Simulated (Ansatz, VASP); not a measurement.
One calculation of ZnGaSi, two programs

Contents of POSCAR:

```
ZnGaSi
1.0
    3.2040430000      0.0000000000      0.0000000000
    0.0000000000      3.2040430000      0.0000000000
    0.0000000000      0.0000000000      8.0788180000
Zn Ga Si
2 2 2
Direct
    0.7500000000      0.7500000000      0.7306300000
    0.2500000000      0.2500000000      0.2693700000
    0.2500000000      0.2500000000      0.9146000000
    0.7500000000      0.7500000000      0.0854000000
    0.7500000000      0.7500000000      0.4152000000
    0.2500000000      0.2500000000      0.5848000000
```

INCAR.step1

```
SYSTEM = ZnGaSi
PREC     = Accurate       ! precision mode
ENCUT    = 520            ! plane-wave cutoff, eV
ISMEAR   = 0              ! smearing method
SIGMA    = 0.0208         ! smearing width, eV
LREAL    = .False.        ! projectors in reciprocal space
LASPH    = .True.         ! aspherical terms in the spheres
NELM     = 100            ! most SCF steps
NBANDS   = 38             ! bands
GGA      = PE             ! functional
ALGO     = Normal         ! electronic algorithm
EDIFF    = 1E-4           ! SCF threshold, eV
LWAVE    = .True.         ! write WAVECAR
LCHARG   = .False.        ! write CHGCAR
```

INCAR.step2

```
SYSTEM = ZnGaSi
PREC     = Accurate       ! precision mode
ENCUT    = 520            ! plane-wave cutoff, eV
EDIFF    = 1E-7           ! SCF threshold, eV
ISMEAR   = 0              ! smearing method
SIGMA    = 0.0208         ! smearing width, eV
LREAL    = .False.        ! projectors in reciprocal space
LASPH    = .True.         ! aspherical terms in the spheres
NELM     = 100            ! most SCF steps
ALGO     = Normal         ! electronic algorithm
ISIF     = 2              ! what is computed and relaxed
LWAVE    = .False.        ! write WAVECAR
LCHARG   = .True.         ! write CHGCAR
METAGGA  = R2SCAN         ! meta-GGA
LMIXTAU  = .True.       
LELF     = .True.         ! ELF
LVHAR    = .True.       
NBANDS   = 38             ! bands
ISTART   = 1
```

File KPOINTS:

```
regular mesh
0
Gamma
  6 6 3
  0 0 0
```

Input for Ansatz:

```yaml
crystal:
  lattice:
    - [3.204043, 0.0, 0.0]
    - [0.0, 3.204043, 0.0]
    - [0.0, 0.0, 8.078818]
  atoms:
    - { symbol: Zn, position: [0.75, 0.75, 0.73063] }
    - { symbol: Zn, position: [0.25, 0.25, 0.26937] }
    - { symbol: Ga, position: [0.25, 0.25, 0.9146] }
    - { symbol: Ga, position: [0.75, 0.75, 0.0854] }
    - { symbol: Si, position: [0.75, 0.75, 0.4152] }
    - { symbol: Si, position: [0.25, 0.25, 0.5848] }
  symmetry: { tolerance: 0.0003 }
kpoints:
  mp_grid: { grid: [6, 6, 3], shift: [0, 0, 0] }
magnetization:
  spin_polarized: false
scf:
  occupations: { method: gaussian, width: 0.0208 }
hamiltonian:
  pseudopotentials: { kind: paw }
  xc: r2scan
basis:
  ecutwfc: "700 eV"
output:
  forces: true
  stress: true
  eigenvalues: true
  write_density: true
  write_potential: true
  elf: true
  volumetric_format: npy
```

The cell was built by a generator and needn't be a form met in nature.

Alike in both runs: task single point; functional r2SCAN; k mesh 6 × 6 × 3; occupations gaussian, width 0.0208 eV; no spin polarisation.

|  | VASP | Ansatz |
| --- | --- | --- |
| version | VASP 6.6.1 | Ansatz 0.2.0 |
| potentials or method | VASP PAW PBE potentials, release 64 (Zn, Ga_d, Si) | PAW plane waves |
| plane-wave cutoff (eV) | 520 | 700 |
| valence electrons in the cell | 58 | 58 |

```csv
,VASP,Ansatz,Ansatz less VASP
gap on the k mesh at the Fermi level (eV),none,none,-
pressure (GPa),15.3,15.1,-0.22
largest component of the traceless stress (GPa),9.35,9.38,+0.030
rms of the force components (eV/Å),0.394,0.391,-0.0030
```

Atom by atom the forces differ by 0.007 eV/Å (rms over components). A gap of «none» marks a metal or a gap that the smearing closes.

Caveats: so large a pressure means that the cell lies far from this level's equilibrium, or that cutoff or potentials fall short (VASP); the potentials were made for another functional, which shifts forces and pressure (VASP).
